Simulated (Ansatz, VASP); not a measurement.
Mg5ZrN2 in VASP and in Ansatz

```
Mg Zr N
1.0
     3.21267    0.00000    0.00000
    -1.60633    2.78225    0.00000
     0.00000    0.00000   15.36943
Mg Zr N
5 1 2
Direct
  0.33333 0.66667 0.16340
  0.66667 0.33333 0.83660
  0.33333 0.66667 0.66575
  0.00000 0.00000 0.50000
  0.66667 0.33333 0.33425
  0.00000 0.00000 0.00000
  0.33333 0.66667 0.91490
  0.66667 0.33333 0.08510
```

The cell was built by a generator and needn't be a form met in nature.

Alike in both runs: task single point; functional PBE; k mesh 12 × 12 × 2; occupations gaussian, width 0.1 eV; no spin polarisation.

|  | VASP | Ansatz |
| --- | --- | --- |
| version | VASP 6.6.1 | Ansatz 0.2.0 |
| potentials or method | VASP PAW PBE potentials, release 64 (Mg, Zr_sv, N) | scalar-relativistic, plane waves, PAW |
| plane-wave cutoff (eV) | 520 | 420 |
| valence electrons in the cell | 32 | 72 |

|  | VASP | Ansatz | Ansatz less VASP |
| --- | --- | --- | --- |
| gap on the k mesh at the Fermi level (eV) | none | none | - |
| pressure (GPa) | -0.1 | 0.0 | +0.13 |
| rms of the force components (eV/Å) | 0.007 | 0.001 | -0.0063 |

Atom by atom the forces differ by 0.008 eV/Å (rms over components). A gap of «none» marks a metal or a gap that the smearing closes. With one functional, cell and mesh, what is left measures potentials, basis and numerics. The two sets of potentials don't hold the same shells in valence.
